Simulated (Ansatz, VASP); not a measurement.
# TiB2 in two plane-wave programs, part 2 of 2

One calculation is typed for both programs; each brings its own data sets. How far apart do they land? The cell is taken from a series of runs on this material, whose earlier steps may have relaxed, scaled, displaced or heated it; both programs get it as it stands.

VASP 6.6.1 and Ansatz 0.2.0.

So far: Starting point; VASP: zone-centre phonons, PBEsol.

### Step 3. Ansatz: zone-centre phonons, PBEsol

Level of this step: Ansatz beside VASP: Kohn-Sham DFT, plane waves, PBEsol (Ansatz).

Ansatz runs on its PAW soft_1 files.

The same cell, functional, mesh and smearing now go to Ansatz, which takes its cutoff from its data sets.

input.yaml

```yaml
crystal:
  lattice:
    - [3.1080207609, 0.0, 0.0]
    - [-1.5540103805, 2.6916249344, 0.0]
    - [0.0, 0.0, 3.1423197514]
  atoms:
    - { symbol: B, position: [0.3333333333, 0.6666666667, 0.5] }
    - { symbol: B, position: [0.6666666667, 0.3333333333, 0.5] }
    - { symbol: Ti, position: [0.0, 0.0, 0.0] }
kpoints:
  mp_grid: { grid: [15, 15, 16] }
hamiltonian:
  xc: pbesol
  pseudopotentials: { kind: paw, azcp: { folder: soft_1 }, xc_functional: pbe }
scf:
  occupations: { method: methfessel_paxton, width: 0.2 }
output:
  eigenvalues: true
phonons:
  method: dfpt
```

The run is started by

```
> ansatz run input.yaml --threads 4 --pin off --max-ram 10240MiB --backend cpu --events-out ev --progress --plain --runs-dir out
```

Numbers of over 12 decimals in the logs are rounded to 6 here.

The log of the run:

```text
zone centre: on kpoints.mp_grid the ground state, and the responses unless they are solved on pairs of k-points, stand on 576 of the mesh's 3600 k-points, reduced under 4 symmetry operations, with k and −k counted as one. Each operation leaves every solved displacement unchanged or reverses it
Engine: ansatz 0.2.0, x86_64-unknown-linux-gnu
Pseudopotentials: kind: paw
Pseudopotential: B, paw, valence charge 3, recommended cutoff 420 eV (normal), soft_1/B.paw.azcp
Pseudopotential: Ti, paw, valence charge 12, recommended cutoff 420 eV (normal), soft_1/Ti.paw.azcp
Functional definition: PBEsol
  exchange = pbesol_x
  correlation = pbesol_c
Crystal: 3 atoms, lattice volume = 26.287 Å³
Basis set: ecut = 420 eV, 527 PW (Γ), exchange–correlation on 48×48×48 points (8 copies of the dense FFT grid, shifted against one another)
Bands: 13, of which v1, the nominal top of the filled ones, is band 9 counted from 1 (8 counted from 0)
Symmetry: 24 space group operations
k-points: 576 of 3600 (irreducible under 4 space group operations, time reversal used)
Non-local potential: B, projectors of the file, l = 0: 2, l = 1: 2, l = 2: 1
Non-local potential: Ti, projectors of the file, l = 0: 3, l = 1: 2, l = 2: 3, l = 3: 1
PAW form: soft (Blöchl's): semilocal exchange-correlation on the pseudo side does not see the compensation charge
PAW frozen core: B, regenerated for the run's functional, and the local potential with it (the file was generated under x = pbe(κ = 0.804, μ = 0.219515), c = pbe(β = 0.066725))
PAW frozen core: Ti, regenerated for the run's functional, and the local potential with it (the file was generated under x = pbe(κ = 0.804, μ = 0.219515), c = pbe(β = 0.066725))
PAW one-centre angular grid: B, 110 points (default); XC on 64 Gauss nodes
PAW one-centre angular grid: Ti, 590 points (default); XC on 64 Gauss nodes
Initial density: superposition of atomic densities (chi_scale 0.1, normalization cell, long waves kept (reshape's long-wave potential 0.00 eV rms))
Initial wavefunctions: pseudopotential atomic-orbital guess
Functional: x = pbesol(κ = 0.804, μ = 0.123457), c = pbesol(β = 0.046)
SCF iter   1: F=—  HF=-2783.502081 eV  |F-HF|=—  |Δ(HF+E_count)|=         —  Δρ=9.76e-2  dr2=3.89e0  ethr=3.10e-3  ⟨swp⟩=4.3  Hψ=35098  notcnv=0
preconditioner: auto → none  [metal: Δε(μ)=0.022 eV  Ē_g=9.201 eV  σ=0.200 eV  W_gap=0.09  n_scr=8 (ndim 8)  ℏωp=22.9 eV  f_vac=0.000  D(μ)=0.38/eV (n_scr^D=0)  sad-step TF]
SCF iter   2: F=—  HF=-2782.973297 eV  |F-HF|=—  |Δ(HF+E_count)|=   5.29e-1  S|Δr|=    0.00e0  Δρ=6.34e-2  dr2=1.79e0  ethr=3.10e-3  ⟨swp⟩=2.0  Hψ=14312  notcnv=0
SCF iter   3: F=—  HF=-2782.537898 eV  |F-HF|=—  |Δ(HF+E_count)|=   4.35e-1  S|Δr|=    0.00e0  Δρ=7.07e-3  dr2=1.56e-2  ethr=3.10e-3  ⟨swp⟩=2.9  Hψ=14075  notcnv=0
SCF iter   4: F=—  HF=-2782.536438 eV  |F-HF|=—  |Δ(HF+E_count)|=   1.46e-3  S|Δr|=    0.00e0  Δρ=8.36e-4  dr2=1.18e-4  ethr=8.64e-5  ⟨swp⟩=1.5  Hψ=12595  notcnv=0
SCF iter   5: F=—  HF=-2782.536500 eV  |F-HF|=—  |Δ(HF+E_count)|=   6.18e-5  S|Δr|=    0.00e0  Δρ=2.03e-4  dr2=1.61e-5  ethr=6.57e-7  ⟨swp⟩=2.0  Hψ=10495  notcnv=0
SCF iter   6: F=—  HF=-2782.536497 eV  |F-HF|=—  |Δ(HF+E_count)|=   2.76e-6  S|Δr|=    0.00e0  Δρ=4.74e-5  dr2=7.37e-7  ethr=8.97e-8  ⟨swp⟩=2.6  Hψ=11433  notcnv=0
SCF iter   7: F=—  HF=-2782.536497 eV  |F-HF|=—  |Δ(HF+E_count)|=   1.10e-7  S|Δr|=    0.00e0  Δρ=4.96e-6  dr2=6.46e-9  ethr=4.10e-9  ⟨swp⟩=2.8  Hψ=11626  notcnv=0
SCF iter   8: F=—  HF=-2782.536497 eV  |F-HF|=—  |Δ(HF+E_count)|=   2.43e-9  S|Δr|=    0.00e0  Δρ=1.27e-6  dr2=5.32e-10  ethr=3.59e-11  ⟨swp⟩=2.7  Hψ=12396  notcnv=0
SCF iter   9: F=—  HF=-2782.536497 eV  |F-HF|=—  |Δ(HF+E_count)|=  1.36e-10  S|Δr|=    0.00e0  Δρ=2.87e-7  dr2=2.97e-11  ethr=2.96e-12  ⟨swp⟩=2.5  Hψ=10261  notcnv=0
SCF iter  10: F=-2782.536497 eV  HF=-2782.536497 eV  |F-HF|=4.55e-13  |Δ(HF+E_count)|=  7.73e-12  S|Δr|=    0.00e0  Δρ=6.89e-9  dr2=1.36e-14  ethr=1.00e-12  ⟨swp⟩=4.9  Hψ=26562  notcnv=0
SCF 1 converged in 10 iterations: F = -2782.536497 eV  dr2 = 1.36e-14
  greatest PAW one-centre occupation: 0.998 electrons in one spin orbital (limit 2), on the Ti atom at site 2 (counted from 0), in its partial waves of l = 0
DFPT response loops at Γ: preconditioner auto → Kerker (q_TF=auto, 2.561 Å⁻¹) (partly filled bands, converged f_vac=0.000); β = 1.00, the filter's whole step (`scf.mixing.beta` (0.50) is not read by the response loops under this deck's `scf.mixing.preconditioner`; to damp them name `kerker` or `kerker_dos`, under which they read `scf.mixing.beta`, and type it under 1.00, their step now; both keys bind the ground state too); Broyden in place of MSR1
SCF converged after 10 iterations
Stability not checked: this state was not tested for a lower state beside it, because cold or Methfessel-Paxton smearing, or corrected tetrahedra, fill the levels in a way that the test cannot read (fill_not_monotonic; see scf.lower_state_search)
Free energy (F): -2782.536497 eV
Harris-Foulkes:  -2782.536497 eV  (|F-HF|=4.55e-13)
Internal energy: -2782.536917 eV  (E = F + TS)
E sigma→0 (E₀):  -2782.536602 eV
Entropy (-TS):   0.000419 eV (0.140 meV/atom)
Fermi energy:    14.603618 eV
--- Per-component energies (eV) ---
  E_band       = -101.118427
  E_kinetic    = 380.429956
  E_local      = -856.012759  (includes V_loc(G=0)·N_el)
  E_nonlocal   = 76.839568
  E_hartree    = 350.046114
  E_xc         = -182.466787
  E_vxc        = -224.700909  (∫ρ·V_xc dr)
  E_paw        = -1166.838695  (= ΣΔE_a)
  E_vpaw       = -177.766432  (= ΣTr[D̂ρ^β])
  E_aug_tail   = -0.000075  (compensation charges beyond the density's cutoff)
  E_ewald      = -1384.703046
  E_core_change = 0.168806  (= ΣΔE_core)
  E_smearing   = 0.000419  (= −TS)
  E_closure    = -0.000000  (closes the sum)
  Σ components = -2782.536497   (vs F -2782.536497, Δ=0.00e0)
--- Band table (eV; the first three rows and the last of 576) ---
  k-point 0: bands = [... 5 lower, 11.7480, 11.7480, 12.6702, 12.9488, 16.5162, 16.5162, 18.5210, 18.5210]
  k-point 1: bands = [... 5 lower, 11.7924, 11.7924, 12.0039, 13.5480, 16.3391, 16.3391, 18.4220, 18.4220]
  k-point 2: bands = [... 5 lower, 11.1617, 11.9249, 11.9249, 14.2067, 15.9268, 15.9268, 18.1369, 18.1369]
  k-point 575: bands = [... 5 lower, 7.9020, 9.6787, 10.2289, 11.9821, 17.2199, 17.4124, 18.1235, 19.2553]
--- Phonons (Γ-DFPT): 4 representative perturbations + reference, on 576 of 3600 k-points (Σ response iterations 12) ---
  k mesh reduced under 4 symmetry operations, with k and −k counted as one. Each operation leaves every solved displacement unchanged or reverses it
  ASR residual: 2.592e-6 → 0.000e0 eV/Å²; symmetrization residual: 1.099e-6 eV/Å²
  ASR residual per site (eV/Å²): 4.94e-7 4.94e-7 2.59e-6
  Γ frequencies (cm⁻¹): 0.00 0.00 0.00 502.14 502.14 504.95 550.21 781.90 781.90
  non-analytic LO–TO correction: not included (Born effective charges unavailable; polar crystals: no LO–TO splitting at Γ)
```

Reading the cycles: dr2 is the Hartree energy of the density residual (eV), the measure of convergence; HF is the Harris–Foulkes estimate of the energy, which meets the free energy F at convergence.

### Step 4. Comparison

Known differences besides the potentials themselves: the cutoff is 420 eV in Ansatz and 500 eV in VASP; Ansatz makes its cores anew for this functional, VASP keeps those of its PBE data sets. Total energies have different zeros and are not compared.

The two programs side by side:

| quantity | Ansatz | VASP | difference |
| --- | --- | --- | --- |
| optical mode 1 to 2 (cm⁻¹) | 502.1 | 502.3 | -0.03 % |
| optical mode 3 (cm⁻¹) | 504.9 | 506.1 | -0.22 % |
| optical mode 4 (cm⁻¹) | 550.2 | 550.4 | -0.04 % |
| optical mode 5 to 6 (cm⁻¹) | 781.9 | 785.4 | -0.44 % |

Modes are paired by rising frequency, not by their patterns, so a pair may set unlike modes beside each other; they are those without the splitting of longitudinal modes.

### Step 5. Results

```
r.m.s. difference of the optical zone-centre modes, each program's sorted by frequency (zone-centre phonons, PBEsol) : 2.1 cm⁻¹
```

In words: The r.m.s. difference of the optical zone-centre modes, each program's sorted by frequency is 2.1 cm⁻¹ (zone-centre phonons, PBEsol). Such differences can come from data sets, numerical settings and the points named under the comparisons, not from the functional's error against experiment.

[Lines on the potential files, build, host, timing and source positions are cut from VASP's logs without a mark.]

[Logs are printed without paths, hosts, clocks, repeated set-up lines and the standing remarks that a program may print on its own settings, such as how far it seeks lower states.]

[Hosts, paths, dates, database ids (printed as entryN), source tags and the programs' standing remarks are cut or masked in the printed files.]
